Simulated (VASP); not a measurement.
Input:

```yaml
crystal:
  lattice:
    - [0.00000, 3.16890, 3.16890]
    - [3.16890, 0.00000, 3.16890]
    - [3.16890, 3.16890, 0.00000]
  atoms:
    - { symbol: Ba, position: [0.00000, 0.00000, 0.00000] }
    - { symbol: F, position: [0.25000, 0.25000, 0.25000] }
    - { symbol: F, position: [0.75000, 0.75000, 0.75000] }
```

The numbers are results of HSE06 screened hybrid, VASP's PBE PAW potentials (set 64) (plane waves; VASP 6.6.1), not measurements. Run with 400 eV cut-off, 5×5×5 Γ-centred mesh, Gaussian smearing of 0.010 eV, potentials Ba_sv F.

At this cut-off the stress carries a Pulay error, which pulls relaxed volumes low.

Give the stress tensor in GPa (positive for a compressed cell).

```
-7.51   0.00   0.00
 0.00  -7.51   0.00
 0.00   0.00  -7.51
```
The pressure is its mean diagonal, -7.51 GPa.

The structure comes from a computed database's BaF2 entry; how it stands against other phases isn't given here. The cell was not relaxed at this level.
